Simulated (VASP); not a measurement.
# CrO2: hyperfine terms and field gradients

Wanted: contact terms and field gradients at the nuclei of CrO2. The start is a cell from a database of measured crystal structures.

Program: VASP 6.6.1. Level of theory: PBE, DFT+U (Cr d 3.5 eV), spin-polarised from a ferromagnetic start; plane waves and PAW (Cr_pv, O), in the first sound run; inputs show where later runs differ. Results are calculated unless marked as measured.

## Step 1: The structure

Symmetry: P4_2/mnm, No. 136, tetragonal system. The conventional cell has a = 4.421 Å, b = 4.421 Å, c = 2.917 Å, α = 90.00°, β = 90.00°, γ = 90.00°. Nearest to Cr lie 6 O at 1.88 to 1.92 Å. Nearest to O lie 3 Cr at 1.88 to 1.92 Å. Farther neighbours and most contacts between anions are not listed.

## Step 2: Local probes at PBE

Field gradients probe the charge near the nuclei, so LASPH is on and the cutoff is at least 1.4 times the default of the data sets; this run is at PBE. LHYPERFINE adds the spin density at the nuclei, with NGYROMAG = 1 for all, so that values scale to any isotope.

Contents of INCAR:

```
SYSTEM = CrO2
PREC = Accurate
ENCUT = 560
EDIFF = 1E-07
NELM = 100
ISMEAR = -1
SIGMA = 0.05
LREAL = .FALSE.
ALGO = Normal
GGA = PE
NBANDS = 37
ISPIN = 2
MAGMOM = 3 3 0 0 0 0
LDAU = .TRUE.
LDAUTYPE = 2
LDAUL = 2 -1
LDAUU = 3.5 0
LDAUJ = 0 0
LDAUPRINT = 1
LASPH = .TRUE.
LMAXMIX = 4
LORBIT = 11
LWAVE = .FALSE.
LCHARG = .FALSE.
KPAR = 4
LEFG = .TRUE.
ICORELEVEL = 1
LHYPERFINE = .TRUE.
NGYROMAG = 1 1
```

Contents of POSCAR:

```
CrO2
1.0
    4.4210000000      0.0000000000      0.0000000000
    0.0000000000      4.4210000000      0.0000000000
    0.0000000000      0.0000000000      2.9170000000
Cr O
2 4
Direct
    0.5000000000      0.5000000000      0.5000000000
    0.0000000000      0.0000000000      0.0000000000
    0.8010000000      0.1990000000      0.5000000000
    0.6990000000      0.6990000000      0.0000000000
    0.1990000000      0.8010000000      0.5000000000
    0.3010000000      0.3010000000      0.0000000000
```

Contents of KPOINTS:

```
Automatic mesh
0
Gamma
6 6 10
0 0 0
```

Potentials, in the order of the species: Cr_pv and O (PBE family, release 64).

Run with:

```bash
> mpirun -np 4 vasp_std
```

Output:

```text
[banner, memory and clock lines left out]
running    4 mpi-ranks, on    1 nodes
 distrk:  each k-point on    1 cores,    4 groups
 distr:  one band on    1 cores,    1 groups

 POSCAR found type information on POSCAR CrO
 POSCAR found :  2 types and       6 ions
 LDA part: xc-table for (Slater+PW92), standard interpolation
 POSCAR, INCAR and KPOINTS ok, starting setup
 FFT: planning ... GRIDC
 FFT: planning ... GRID_SOFT
 FFT: planning ... GRID
 WAVECAR not read
 entering main loop
       N       E                     dE             d eps       ncg     rms          rms(c)
DAV:   1     0.617605486642E+03    0.61761E+03   -0.27105E+04  8880   0.155E+03
DAV:   2    -0.512002754058E+01   -0.62273E+03   -0.57517E+03  9273   0.463E+02
DAV:   3    -0.581847332027E+02   -0.53065E+02   -0.52047E+02  9856   0.147E+02
DAV:   4    -0.591448459613E+02   -0.96011E+00   -0.95535E+00 10135   0.202E+01
DAV:   5    -0.591633967829E+02   -0.18551E-01   -0.18467E-01 11510   0.267E+00    0.419E+01
DAV:   6    -0.494523404629E+02    0.97111E+01   -0.71792E+01 10691   0.823E+01    0.330E+01
DAV:   7    -0.454556952142E+02    0.39966E+01   -0.39835E+01  9832   0.678E+01    0.178E+01
DAV:   8    -0.447190680808E+02    0.73663E+00   -0.30340E+00  9718   0.143E+01    0.729E+00
DAV:   9    -0.445898876713E+02    0.12918E+00   -0.90223E-01 10938   0.115E+01    0.347E+00
DAV:  10    -0.445714856147E+02    0.18402E-01   -0.33685E-01  9735   0.523E+00    0.157E+00
DAV:  11    -0.445758596740E+02   -0.43741E-02   -0.21518E-02  9572   0.943E-01    0.809E-01
DAV:  12    -0.445755133669E+02    0.34631E-03   -0.23121E-03 10056   0.439E-01    0.316E-01
DAV:  13    -0.445758024268E+02   -0.28906E-03   -0.11743E-03 10000   0.282E-01    0.163E-01
DAV:  14    -0.445758748432E+02   -0.72416E-04   -0.16180E-04  9400   0.922E-02    0.107E-01
DAV:  15    -0.445759628514E+02   -0.88008E-04   -0.31396E-04 10802   0.111E-01    0.479E-02
DAV:  16    -0.445759779644E+02   -0.15113E-04   -0.50764E-05  9759   0.445E-02    0.338E-02
DAV:  17    -0.445759799669E+02   -0.20025E-05   -0.20343E-05  9814   0.487E-02    0.119E-02
DAV:  18    -0.445759821362E+02   -0.21693E-05   -0.85035E-06 10087   0.261E-02    0.932E-03
DAV:  19    -0.445759817395E+02    0.39672E-06   -0.19626E-06  9300   0.147E-02    0.299E-03
DAV:  20    -0.445759817270E+02    0.12458E-07   -0.16830E-07  7701   0.425E-03
ion   1
     0.0000000     2.7525532     0.0000000    13.5293392     0.0000000    -0.0000000
     0.0000434     2.7525532     0.0000000    13.5293391     0.0000000    -0.0000000
     0.0000597     2.7525532     0.0000000    13.5293390     0.0000000    -0.0000000
     0.0000823     2.7525531     0.0000000    13.5293388     0.0000000    -0.0000000
     0.0001133     2.7525530     0.0000000    13.5293384     0.0000000    -0.0000000

     0.0000000   -11.8630612     0.0000000    49.1897034     0.0000000    -0.0000000
     0.0000434   -11.8627446     0.0000000    49.1897222     0.0000000    -0.0000000
     0.0000597   -11.8625588     0.0000000    49.1897328     0.0000000    -0.0000000
     0.0000823   -11.8622532     0.0000000    49.1897500     0.0000000    -0.0000000
     0.0001133   -11.8617534     0.0000000    49.1897777     0.0000000    -0.0000000

ion   2
     0.0000000    -2.7525532     0.0000000    13.5293392     0.0000000    -0.0000000
     0.0000434    -2.7525532     0.0000000    13.5293391     0.0000000    -0.0000000
     0.0000597    -2.7525532     0.0000000    13.5293390     0.0000000    -0.0000000
     0.0000823    -2.7525531     0.0000000    13.5293388     0.0000000    -0.0000000
     0.0001133    -2.7525530     0.0000000    13.5293384     0.0000000    -0.0000000

     0.0000000    11.8630612     0.0000000    49.1897034     0.0000000    -0.0000000
     0.0000434    11.8627446     0.0000000    49.1897222     0.0000000    -0.0000000
     0.0000597    11.8625588     0.0000000    49.1897328     0.0000000    -0.0000000
     0.0000823    11.8622532     0.0000000    49.1897500     0.0000000    -0.0000000
     0.0001133    11.8617534     0.0000000    49.1897777     0.0000000    -0.0000000

ion   3
     0.0000000     2.6299523     0.0000000     2.8947287    -0.0000000     0.0000000
     0.0000293     2.6299522     0.0000000     2.8947287    -0.0000000     0.0000000
     0.0000403     2.6299522     0.0000000     2.8947286    -0.0000000     0.0000000
     0.0000555     2.6299521     0.0000000     2.8947286    -0.0000000     0.0000000
     0.0000765     2.6299520     0.0000000     2.8947286    -0.0000000     0.0000000

     0.0000000    14.1258449     0.0000000     6.6899854    -0.0000000     0.0000000
     0.0000293    14.1258405     0.0000000     6.6899839    -0.0000000     0.0000000
     0.0000403    14.1258376     0.0000000     6.6899830    -0.0000000     0.0000000
     0.0000555    14.1258326     0.0000000     6.6899814    -0.0000000     0.0000000
     0.0000765    14.1258242     0.0000000     6.6899786    -0.0000000     0.0000000

ion   4
     0.0000000    -2.6299523    -0.0000000     2.8947287    -0.0000000     0.0000000
     0.0000293    -2.6299522    -0.0000000     2.8947287    -0.0000000     0.0000000
     0.0000403    -2.6299522    -0.0000000     2.8947286    -0.0000000     0.0000000
     0.0000555    -2.6299521    -0.0000000     2.8947286    -0.0000000     0.0000000
     0.0000765    -2.6299520    -0.0000000     2.8947286    -0.0000000     0.0000000

     0.0000000   -14.1258449    -0.0000000     6.6899854    -0.0000000     0.0000000
     0.0000293   -14.1258405    -0.0000000     6.6899839    -0.0000000     0.0000000
     0.0000403   -14.1258376    -0.0000000     6.6899830    -0.0000000     0.0000000
     0.0000555   -14.1258326    -0.0000000     6.6899814    -0.0000000     0.0000000
     0.0000765   -14.1258242    -0.0000000     6.6899786    -0.0000000     0.0000000

ion   5
     0.0000000     2.6299523     0.0000000     2.8947287    -0.0000000    -0.0000000
     0.0000293     2.6299522     0.0000000     2.8947287    -0.0000000    -0.0000000
     0.0000403     2.6299522     0.0000000     2.8947286    -0.0000000    -0.0000000
     0.0000555     2.6299521     0.0000000     2.8947286    -0.0000000    -0.0000000
     0.0000765     2.6299520     0.0000000     2.8947286    -0.0000000    -0.0000000

     0.0000000    14.1258449     0.0000000     6.6899854    -0.0000000    -0.0000000
     0.0000293    14.1258405     0.0000000     6.6899839    -0.0000000    -0.0000000
     0.0000403    14.1258376     0.0000000     6.6899830    -0.0000000    -0.0000000
     0.0000555    14.1258326     0.0000000     6.6899814    -0.0000000    -0.0000000
     0.0000765    14.1258242     0.0000000     6.6899786    -0.0000000    -0.0000000

ion   6
     0.0000000    -2.6299523    -0.0000000     2.8947287    -0.0000000    -0.0000000
     0.0000293    -2.6299522    -0.0000000     2.8947287    -0.0000000    -0.0000000
     0.0000403    -2.6299522    -0.0000000     2.8947286    -0.0000000    -0.0000000
     0.0000555    -2.6299521    -0.0000000     2.8947286    -0.0000000    -0.0000000
     0.0000765    -2.6299520    -0.0000000     2.8947286    -0.0000000    -0.0000000

     0.0000000   -14.1258449    -0.0000000     6.6899854    -0.0000000    -0.0000000
     0.0000293   -14.1258405    -0.0000000     6.6899839    -0.0000000    -0.0000000
     0.0000403   -14.1258376    -0.0000000     6.6899830    -0.0000000    -0.0000000
     0.0000555   -14.1258326    -0.0000000     6.6899814    -0.0000000    -0.0000000
     0.0000765   -14.1258242    -0.0000000     6.6899786    -0.0000000    -0.0000000

   1 F= -.44575982E+02 E0= -.44572889E+02  d E =-.618613E-02  mag=     4.0000
```

Elapsed: 1.9 min, on 4 MPI ranks of Intel Xeon Platinum 8259CL at 2.50GHz (Skylake/Cascade Lake), shared host; peak memory 1.3 GiB; 7.6 min of CPU time.

The logs omit lines about the potential files and the build; timing stands in the text.

(Part 1 of 4 ends here.)

[Lines on the potential files, build, host, timing and source positions are cut from VASP's logs without a mark.]

[Logs are printed without paths, hosts, clocks, repeated set-up lines and the standing remarks that a program may print on its own settings, such as how far it seeks lower states.]

[Hosts, paths, dates, database ids (printed as entryN), source tags and the programs' standing remarks are cut or masked in the printed files.]
